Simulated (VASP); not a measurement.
```xyz
6
Lattice="2.6223 -4.5420 0.0000 2.6223 4.5420 0.0000 0.0000 0.0000 4.1837" Properties=species:S:1:pos:R:3 pbc="T T T"
Co     1.3112    -2.2710     0.0000
Co     2.6223     0.0000     0.0000
Co     1.3112     2.2710     0.0000
Sn     0.0000     0.0000     0.0000
Sn     2.6223     1.5140     2.0919
Sn     2.6223    -1.5140     2.0919
```

Method: r2SCAN meta-GGA, VASP's PBE PAW potentials (set 64) (plane waves; VASP). Settings: 400 eV cut-off, 8×8×8 Γ-centred mesh, tetrahedra with Blöchl corrections, potentials Co Sn_d.

Question: Give the energies of bands 26 to 39 at the high-symmetry points, in eV from the Fermi level.

Answer: 
```csv
band,Γ,M,K,A,L,H
26,-2.05,-2.22,-2.27,-2.02,-1.55,-1.86
27,-2.05,-1.86,-2.00,-2.02,-1.49,-1.49
28,-1.78,-1.51,-1.15,-1.56,-1.39,-1.48
29,-1.78,-1.33,-1.15,-1.56,-1.30,-1.03
30,-0.59,-1.09,-1.09,-0.95,-1.25,-0.98
31,-0.56,-0.77,-1.09,-0.95,-0.97,-0.76
32,-0.56,-0.52,-0.69,-0.65,-0.81,-0.76
33,-0.50,-0.50,-0.30,-0.59,-0.61,-0.74
34,-0.50,0.80,1.22,-0.59,-0.57,-0.74
35,0.63,0.99,1.49,-0.53,-0.47,-0.61
36,0.70,1.83,1.49,-0.53,-0.23,-0.24
37,1.48,1.88,1.87,-0.05,0.47,1.37
38,1.48,2.80,1.87,0.63,1.33,3.57
39,3.22,3.50,2.48,1.46,4.28,3.57
```

It has no gap at this level: it comes out as a metal or semimetal.

The compound is CoSn in the sg191 structure. It was relaxed first. The run is not spin-polarised, so no magnetic state was tried. The electron count is odd and the run is not spin-polarised, which forces a metal.
